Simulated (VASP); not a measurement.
Computed with RPA correlation on PBE orbitals, VASP's PBE PAW potentials (set 64) (plane waves; VASP 6.6.1).

The input files of a VASP run:

### INCAR
```
ALGO  =  ACFDT
ENCUT  =  500
ENCUTGW  =  300
GGA  =  PE
ISMEAR  =  0
LASPH  =  T
LCHARG  =  F
LREAL  =  F
LWAVE  =  F
NBANDS  =  302
NOMEGA  =  12
PREC  =  Normal
SIGMA  =  0.01
SYSTEM  =  C
```

KPOINTS:
```
Regular mesh
0
G
 6 6 6
```

File POSCAR:
```
C
1
    0.0000000000     1.7835000000     1.7835000000
    1.7835000000     0.0000000000     1.7835000000
    1.7835000000     1.7835000000     0.0000000000
C
2
Direct
  0.0000000000   0.0000000000   0.0000000000
  0.2500000000   0.2500000000   0.2500000000
```

POTCAR, in this order: C_GW_new (PBE.64 set). Program: vasp_std. Read from the step before: WAVECAR, WAVEDER.

The run wrote:

File OSZICAR:
```
energies w=
    0.000    0.911    0.000    2.926    0.000    5.581    0.000    9.502
    0.000   15.682    0.000   25.782    0.000   42.692    0.000   71.604
    0.000  122.283    0.000  214.942    0.000  402.553    0.000  931.293
NQ=   1    0.0000    0.0000    0.0000,
 performed       2999000 updates of chi_q(r,r)
NQ=   2    0.1667    0.0000    0.0000,
 performed       5998000 updates of chi_q(r,r)
NQ=   3    0.3333    0.0000    0.0000,
 performed       8997000 updates of chi_q(r,r)
NQ=   4    0.5000    0.0000    0.0000,
 performed      11996000 updates of chi_q(r,r)
NQ=   5    0.1667    0.1667    0.0000,
 performed      14995000 updates of chi_q(r,r)
NQ=   6    0.3333    0.1667    0.0000,
 performed      17994000 updates of chi_q(r,r)
NQ=   7    0.5000    0.1667    0.0000,
 performed      20993000 updates of chi_q(r,r)
NQ=   8   -0.3333    0.1667    0.0000,
 performed      23992000 updates of chi_q(r,r)
NQ=   9   -0.1667    0.1667    0.0000,
 performed      26991000 updates of chi_q(r,r)
NQ=  10    0.3333    0.3333    0.0000,
 performed      29990000 updates of chi_q(r,r)
NQ=  11    0.5000    0.3333    0.0000,
 performed      32989000 updates of chi_q(r,r)
NQ=  12   -0.3333    0.3333    0.0000,
 performed      35988000 updates of chi_q(r,r)
NQ=  13    0.5000    0.5000    0.0000,
 performed      38987000 updates of chi_q(r,r)
NQ=  14    0.5000    0.3333    0.1667,
 performed      41986000 updates of chi_q(r,r)
NQ=  15   -0.3333    0.3333    0.1667,
 performed      44985000 updates of chi_q(r,r)
NQ=  16   -0.3333    0.5000    0.1667,
 performed      47984000 updates of chi_q(r,r)
```

File OUTCAR:
```


      cutoff energy     smooth cutoff   RPA   correlation   Hartree contr. to MP2
---------------------------------------------------------------------------------
            300.000           240.000      -13.5025104072      -20.7245539572
            285.714           228.571      -13.4523562840      -20.6706068736
            272.109           217.687      -13.3979060508      -20.6114641769
            259.151           207.321      -13.3386597579      -20.5465789665
            246.811           197.449      -13.2743190222      -20.4756267780
            235.058           188.046      -13.2050627711      -20.3989225683
            223.865           179.092      -13.1296435702      -20.3150423823
            213.204           170.564      -13.0494159687      -20.2254647864
  linear regression
  converged value                          -14.1821912926      -21.4752375687
```
(Selected blocks of OUTCAR.)

The mesh is coarse, so the correlation energy is not converged in k-points.

The compound is C in the diamond structure. The cell was not relaxed at this level. The k-mesh is coarse (spacing up to 0.51 per Å, 2π included), so the numbers may not be converged in it.
